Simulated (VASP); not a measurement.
**CdSb2O4: band structure with PBE**

Crystal: CdSb2O4.

```xyz
14
Lattice="7.1035 0.0000 0.0000 0.0000 10.0644 0.0000 0.0000 0.0000 3.3987" Properties=species:S:1:pos:R:3 pbc="T T T"
Cd    0.0000    0.0000    0.0000
Cd    3.5517    5.0322    0.0000
Sb    4.3124    2.0605    1.6993
Sb    2.7911    8.0038    1.6993
Sb    0.7606    2.9717    1.6993
Sb    6.3428    7.0927    1.6993
O     1.3706    1.9355    0.0000
O     5.7329    8.1289    0.0000
O     0.7435    8.6664    1.6993
O     6.3599    1.3980    1.6993
O     4.9223    3.0967    0.0000
O     2.1812    6.9677    0.0000
O     2.8082    3.6342    1.6993
O     4.2953    6.4301    1.6993
```

The cell was built by a generator and needn't be a form met in nature.

| Quantity | Value |
| --- | --- |
| Program | VASP 6.6.1 |
| Task | band structure |
| Functional | PBE |
| Potentials or basis | VASP PAW PBE potentials, release 64 (Cd, Sb, O) |
| Cutoff | 520 eV |
| k mesh | 4 × 4 × 8 |
| Occupations | gaussian, width 0.03 eV |
| Spin | no spin polarisation |
| Further INCAR settings | ALGO = Normal; EDIFF = 1e-06 |

```yaml
Band_gap_on_the_k_mesh: 2.25 eV, indirect (least direct gap 2.43 eV)
Band_gap_along_the_path: 2.24 eV, indirect (least direct gap 2.43 eV)
```

Levels at the corners of the path, in eV from the valence-band top:
| point | band 44 | band 45 | band 46 | band 47 | band 48 | band 49 |
| --- | --- | --- | --- | --- | --- | --- |
| Γ | -0.58 | -0.52 | -0.01 | 2.48 | 2.59 | 3.40 |
| X | -0.30 | -0.27 | -0.12 | 2.50 | 3.29 | 3.32 |
| X | -0.30 | -0.27 | -0.12 | 2.50 | 3.29 | 3.32 |
| S | -0.76 | -0.23 | -0.23 | 2.67 | 2.67 | 3.43 |
| S | -0.76 | -0.23 | -0.23 | 2.67 | 2.67 | 3.43 |
| Y | -0.60 | -0.34 | -0.34 | 2.25 | 2.25 | 3.02 |
| Y | -0.60 | -0.34 | -0.34 | 2.25 | 2.25 | 3.02 |
| Γ | -0.58 | -0.52 | -0.01 | 2.48 | 2.59 | 3.40 |
| Γ | -0.58 | -0.52 | -0.01 | 2.48 | 2.59 | 3.40 |
| Z | -0.58 | -0.29 | -0.29 | 2.81 | 2.81 | 3.16 |
| Z | -0.58 | -0.29 | -0.29 | 2.81 | 2.81 | 3.16 |
| U | -0.56 | -0.23 | -0.23 | 2.69 | 2.69 | 3.58 |
| U | -0.56 | -0.23 | -0.23 | 2.69 | 2.69 | 3.58 |
| R | -0.60 | -0.47 | -0.47 | 2.61 | 2.61 | 3.49 |
| R | -0.60 | -0.47 | -0.47 | 2.61 | 2.61 | 3.49 |
| T | -0.60 | -0.42 | -0.42 | 2.66 | 2.66 | 2.71 |
| T | -0.60 | -0.42 | -0.42 | 2.66 | 2.66 | 2.71 |
| Z | -0.58 | -0.29 | -0.29 | 2.81 | 2.81 | 3.16 |
| Y | -0.60 | -0.34 | -0.34 | 2.25 | 2.25 | 3.02 |
| T | -0.60 | -0.42 | -0.42 | 2.66 | 2.66 | 2.71 |
| U | -0.56 | -0.23 | -0.23 | 2.69 | 2.69 | 3.58 |
| X | -0.30 | -0.27 | -0.12 | 2.50 | 3.29 | 3.32 |
| S | -0.76 | -0.23 | -0.23 | 2.67 | 2.67 | 3.43 |
| R | -0.60 | -0.47 | -0.47 | 2.61 | 2.61 | 3.49 |

It took 8.7 min on 4 MPI ranks on Intel(R) Xeon(R) Platinum 8559C (Emerald Rapids), on a shared host, peak memory 1.7 GiB a rank.

Caveat: the log is that of the step along the path at fixed density, whose energy, stress, charges and moments have no meaning; spin-orbit coupling is left out, which moves the levels of the heavy elements. PBE gaps usually lie below the measured ones, often by a third to a half.
